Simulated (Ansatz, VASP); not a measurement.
# GaCuCCl4O: VASP beside Ansatz

Aim: how closely do two programs agree when they are given the same cell, functional and k mesh? The cell is taken from a series of runs on this material, whose earlier steps may have relaxed, scaled, displaced or heated it; both programs get it as it stands.

Main program and level: Ansatz 0.2.0; plane waves, with VASP 6.6.1 beside it; single point at PBE0.

### 1. Set-up

The cell holds 16 atoms: 2 Ga, 2 Cu, 2 C, 8 Cl and 2 O. Its edges and angles: a = 6.877 Å, b = 7.015 Å, c = 8.759 Å, α = 81.0°, β = 69.5°, γ = 85.7°. It derives from GaCuCCl4O.

### 2. VASP: single point, PBE0

A single point gives forces, pressure and levels at one fixed geometry, so differences don't come from the geometry; what else differs is listed under the comparison.

Lines of VASP's logs that name or quote its potential files are left out, and so is its time.

The run reads the wave functions of an earlier VASP run, which isn't shown here.

The input, INCAR:

```
SYSTEM = GaCuCCl4O
PREC = Accurate
ENCUT = 520
EDIFF = 1E-06
NELM = 100
ISMEAR = 0
SIGMA = 0.01
LREAL = .FALSE.
ALGO = Normal
LHFCALC = .TRUE.
AEXX = 0.25
GGA = PE
LASPH = .TRUE.
NBANDS = 78
PRECFOCK = Fast
LORBIT = 11
LWAVE = .FALSE.
LCHARG = .FALSE.
ISIF = 2
```

The input, POSCAR:

```
GaCuCCl4O
1.0
    6.8769000000      0.0000000000      0.0000000000
    0.5222281150      6.9960358808      0.0000000000
    3.0741926905      1.1449101349      8.1219214749
Ga Cu C Cl O
2 2 2 8 2
Direct
    0.2081665666      0.7574132111      0.7643240985
    0.7918334334      0.2425867889      0.2356759015
    0.0227451040      0.7338024064      0.2203571138
    0.9772548960      0.2661975936      0.7796428862
    0.2827240723      0.7757339647      0.2143510568
    0.7172759277      0.2242660353      0.7856489432
    0.9210642142      0.7569372920      0.9889027727
    0.0789357858      0.2430627080      0.0110972273
    0.7852164132      0.9565929156      0.3873724251
    0.2147835868      0.0434070844      0.6126275749
    0.8424017929      0.4560128272      0.3819958627
    0.1575982071      0.5439871728      0.6180041373
    0.4876463372      0.6931938752      0.8219630673
    0.5123536628      0.3068061248      0.1780369327
    0.4396928157      0.8115366937      0.2184202269
    0.5603071843      0.1884633063      0.7815797731
```

The input, KPOINTS:

```
Automatic mesh
0
Gamma
2 2 2
0 0 0
```

Potentials, in the order of the species: Ga_d, Cu, C, Cl and O (PBE family, release 64).

Launch:

```console
$ export OMP_NUM_THREADS=3
$ mpirun -np 1 vasp_std
```

Numbers of over 12 decimals in the logs are rounded to 6 here.

What it wrote:

```text
[banner, memory and clock lines left out]
running    1 mpi-ranks, on    1 nodes
 distrk:  each k-point on    1 cores,    1 groups
 distr:  one band on    1 cores,    1 groups
 Offloading initialized ...    1 GPUs detected
 POSCAR found type information on POSCAR GaCuC ClO
 POSCAR found :  5 types and      16 ions
 LDA part: xc-table for (Slater+PW92), standard interpolation
 found WAVECAR, reading the header
 POSCAR, INCAR and KPOINTS ok, starting setup
 FFT: planning ... GRIDC
 FFT: planning ... GRID_SOFT
 FFT: planning ... GRID
 reading WAVECAR
 the WAVECAR file was read successfully
 initial charge from wavefunction
 entering main loop
       N       E                     dE             d eps       ncg     rms          rms(c)
DAV:   1    -0.914000614590E+02   -0.91400E+02   -0.25832E+00  2162   0.400E+01    0.311E+00
DAV:   2    -0.912658208603E+02    0.13424E+00   -0.17177E+00  1784   0.319E+01    0.156E+00
DAV:   3    -0.913081782306E+02   -0.42357E-01   -0.22681E-01  1864   0.235E+00    0.933E-01
DAV:   4    -0.913029545655E+02    0.52237E-02   -0.49513E-02  1696   0.465E+00    0.489E-01
DAV:   5    -0.913040176066E+02   -0.10630E-02   -0.12899E-02  1976   0.979E-01    0.342E-01
DAV:   6    -0.913037254930E+02    0.29211E-03   -0.21757E-03  1800   0.108E+00    0.195E-01
DAV:   7    -0.913037164285E+02    0.90645E-05   -0.85792E-04  2104   0.292E-01    0.915E-02
DAV:   8    -0.913037032533E+02    0.13175E-04   -0.14965E-04  1864   0.148E-01    0.533E-02
DAV:   9    -0.913037019212E+02    0.13321E-05   -0.40283E-05  1960   0.934E-02    0.328E-02
DAV:  10    -0.913037007249E+02    0.11963E-05   -0.92668E-06  1856   0.198E-02    0.191E-02
DAV:  11    -0.913037004740E+02    0.25086E-06   -0.16226E-06   920   0.218E-02
   1 F= -.91303700E+02 E0= -.91303700E+02  d E =-.465089E-20
```

OUTCAR, selected parts (step 2):

```text
ion  position               nearest neighbor table
   1  0.208  0.757  0.764-  13 2.15  10 2.22  12 2.24   7 2.25
   2  0.792  0.243  0.236-  14 2.15   9 2.22  11 2.24   8 2.25
   3  0.023  0.734  0.220-   5 1.81   7 2.35  11 2.37   9 2.43
   4  0.977  0.266  0.780-   6 1.81   8 2.35  12 2.37  10 2.43
   5  0.283  0.776  0.214-  15 1.14   3 1.81
   6  0.717  0.224  0.786-  16 1.14   4 1.81
   7  0.921  0.757  0.989-   1 2.25   3 2.35
   8  0.079  0.243  0.011-   2 2.25   4 2.35
   9  0.785  0.957  0.387-   2 2.22   3 2.43
  10  0.215  0.043  0.613-   1 2.22   4 2.43
  11  0.842  0.456  0.382-   2 2.24   3 2.37
  12  0.158  0.544  0.618-   1 2.24   4 2.37
  13  0.488  0.693  0.822-   1 2.15
  14  0.512  0.307  0.178-   2 2.15
  15  0.440  0.812  0.218-   5 1.14
  16  0.560  0.188  0.782-   6 1.14

  LATTYP: Found a triclinic cell.
 ALAT       =     7.0155000000
 B/A-ratio  =     2.7361616551
 C/A-ratio  =     1.7045614447
 COS(alpha) =     0.0007052773
 COS(beta)  =     0.6584656469
 COS(gamma) =     0.7128867512

 Subroutine GETGRP returns: Found  2 space group operations
 (whereof  2 operations were pure point group operations)

The static configuration has the point symmetry S_2 .

 Found      8 irreducible k-points:

   k-points           NKPTS =      8   k-points in BZ     NKDIM =      8   number of bands    NBANDS=     78

   dimension x,y,z NGX =    54 NGY =   54 NGZ =   70
   dimension x,y,z NGXF=   108 NGYF=  108 NGZF=  140

   ENCUT  =  520.0 eV  38.22 Ry    6.18 a.u.  12.79 13.04 16.29*2*pi/ulx,y,z

   NELECT =     124.0000    total number of electrons

 k-points in reciprocal lattice and weights: Automatic mesh
   0.00000000  0.00000000  0.00000000       0.125
   0.50000000  0.00000000  0.00000000       0.125
   0.00000000  0.50000000  0.00000000       0.125
   0.50000000  0.50000000  0.00000000       0.125
   0.00000000  0.00000000  0.50000000       0.125
   0.50000000  0.00000000  0.50000000       0.125
   0.00000000  0.50000000  0.50000000       0.125
   0.50000000  0.50000000  0.50000000       0.125

  exchange ACFDT corr.  =         0.00000000  see jH, gK, PRB 81, 115126

 average (electrostatic) potential at core
       1 -62.6993       2 -62.6993       3 -61.4074       4 -61.4074       5 -52.2583
       6 -52.2583       7 -90.8184       8 -90.8184       9 -90.5714      10 -90.5714
      11 -90.6838      12 -90.6838      13 -90.1238      14 -90.1238      15 -70.8317
      16 -70.8317

 E-fermi :  -1.6563

 k-point     1 :       0.0000    0.0000    0.0000
  band No.  band energies     occupation
    ...
     58      -2.1476      2.00000
     59      -2.0142      2.00000
     60      -2.0112      2.00000
     61      -1.8363      2.00000
     62      -1.7254      2.00000
     63       4.0191      0.00000
     64       4.4186      0.00000
     65       4.6575      0.00000
     66       4.7149      0.00000
     67       4.8288      0.00000
    ...

 k-point     2 :       0.5000    0.0000    0.0000
  band No.  band energies     occupation
    ...
     58      -2.1435      2.00000
     59      -2.0171      2.00000
     60      -1.9571      2.00000
     61      -1.7861      2.00000
     62      -1.7515      2.00000
     63       4.1869      0.00000
     64       4.2162      0.00000
     65       4.6343      0.00000
     66       4.6978      0.00000
     67       4.8466      0.00000
    ...

 k-point     3 :       0.0000    0.5000    0.0000
  band No.  band energies     occupation
    ...
     58      -2.2256      2.00000
     59      -2.0723      2.00000
     60      -2.0693      2.00000
     61      -1.8066      2.00000
     62      -1.7192      2.00000
     63       4.4830      0.00000
     64       4.5249      0.00000
     65       4.6864      0.00000
     66       4.7726      0.00000
     67       4.9023      0.00000
    ...

  Total       -1.6059601     -0.1751571     -0.1439049     -0.3084007     -0.1446602     -0.0434355
  in kB       -6.5847883     -0.7181823     -0.5900416     -1.2645103     -0.5931386     -0.1780952
  external PRESSURE =      -2.6310041 kB  Pullay stress =       0.0000000 kB

  energy-cutoff  :      520.00
  volume of cell :      390.75
      direct lattice vectors                 reciprocal lattice vectors
     6.876900000  0.000000000  0.000000000     0.145414358 -0.010854642 -0.053510018
     0.522228115  6.996035881  0.000000000     0.000000000  0.142938089 -0.020149329
     3.074192690  1.144910135  8.121921475     0.000000000  0.000000000  0.123123574

 POSITION                                       TOTAL-FORCE (eV/Angst)
 -----------------------------------------------------------------------------------
      4.17676      6.17397      6.20778        -0.047954      0.003847     -0.044549
      6.29656      1.96697      1.91414         0.047954     -0.003847      0.044549
      1.21705      5.38600      1.78972        -0.272061     -0.024329     -0.001199
      9.25627      2.75495      6.33220         0.272061      0.024329      0.001199
      3.00833      5.67248      1.74094         1.310272      0.271890      0.019907
      7.46499      2.46847      6.38098        -1.310272     -0.271890     -0.019907
      9.76944      6.42777      8.03179         0.169570     -0.034905     -0.288937
      0.70388      1.71318      0.09013        -0.169570      0.034905      0.288937
      7.09027      7.13586      3.14621        -0.051033      0.292658     -0.174931
      3.38305      1.00508      4.97571         0.051033     -0.292658      0.174931
      7.20558      3.62763      3.10254        -0.136382     -0.285208     -0.139359
      3.26774      4.51331      5.01938         0.136382      0.285208      0.139359
      6.24237      5.79068      6.67592        -0.322071      0.060099     -0.054363
      4.23095      2.35026      1.44600         0.322071     -0.060099      0.054363
      4.11900      5.92761      1.77399        -1.003483     -0.223337     -0.027647
      6.35432      2.21333      6.34793         1.003483      0.223337      0.027647
 -----------------------------------------------------------------------------------
    total drift:                               -0.000021      0.000020      0.000024

  FREE ENERGIE OF THE ION-ELECTRON SYSTEM (eV)
  ---------------------------------------------------
  free  energy   TOTEN  =       -91.3037004740 eV

  energy  without entropy=      -91.3037004740  energy(sigma->0) =      -91.30370047

 total charge
# of ion       s       p       d       tot
------------------------------------------
    1        0.725   0.727  10.129  11.581
    2        0.725   0.727  10.129  11.581
    3        0.346   0.366   9.356  10.068
    4        0.346   0.366   9.356  10.068
    5        1.009   1.520   0.000   2.529
    6        1.009   1.520   0.000   2.529
    7        1.591   3.547   0.000   5.138
    8        1.591   3.547   0.000   5.138
    9        1.592   3.545   0.000   5.137
   10        1.592   3.545   0.000   5.137
   11        1.590   3.551   0.000   5.141
   12        1.590   3.551   0.000   5.141
   13        1.595   3.545   0.000   5.139
   14        1.595   3.545   0.000   5.139
   15        1.631   3.557   0.000   5.188
   16        1.631   3.557   0.000   5.188
--------------------------------------------------
tot         20.158  40.713  38.971  99.843

[... 3 further parts left out ...]
```

This run has no spin polarisation, so a moment on Cu, if there is one, isn't seen.

(Continued in part 2 of 2.)

[Lines on the potential files, build, host, timing and source positions are cut from VASP's logs without a mark.]

[Logs are printed without paths, hosts, clocks, repeated set-up lines and the standing remarks that a program may print on its own settings, such as how far it seeks lower states.]

[Hosts, paths, dates, database ids (printed as entryN), source tags and the programs' standing remarks are cut or masked in the printed files.]
